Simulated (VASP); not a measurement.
InSb (relaxed from the zinc blende structure, space group F-43m) relaxed at rising pressure, in one space group throughout; other phases were not tried. The pressures are those reached. Computed with PBEsol GGA, VASP's PBE PAW potentials (set 64) (plane waves; VASP).

```json
[
 {"P (GPa)": "0.03", "V (Å³/atom)": "34.620", "k-mesh": "10×10×10"},
 {"P (GPa)": "4.94", "V (Å³/atom)": "31.573", "k-mesh": "7×7×7"},
 {"P (GPa)": "9.90", "V (Å³/atom)": "29.571", "k-mesh": "7×7×7"},
 {"P (GPa)": "20.00", "V (Å³/atom)": "26.863", "k-mesh": "8×8×8"},
 {"P (GPa)": "30.00", "V (Å³/atom)": "25.057", "k-mesh": "8×8×8"}
]
```

A change of mesh leaves a small step in the series.

Fit an equation of state and predict the volume at 45.05 GPa.

Least squares on the third-order Birch-Murnaghan form, P = (3B0/2)(y⁷ − y⁵)[1 + (3/4)(B′ − 4)(y² − 1)] with y = (V0/V)^(1/3), gives V0 = 34.630 Å³/atom, B0 = 43 GPa and B′ = 4.7, and so 23.156 Å³/atom. The run gave 23.131 Å³/atom, -0.1 % from the fit.

Pressures at which the relaxation failed are left out.

The structure was generated: InSb was put into the zinc blende type (F-43m), which need not be its known phase.
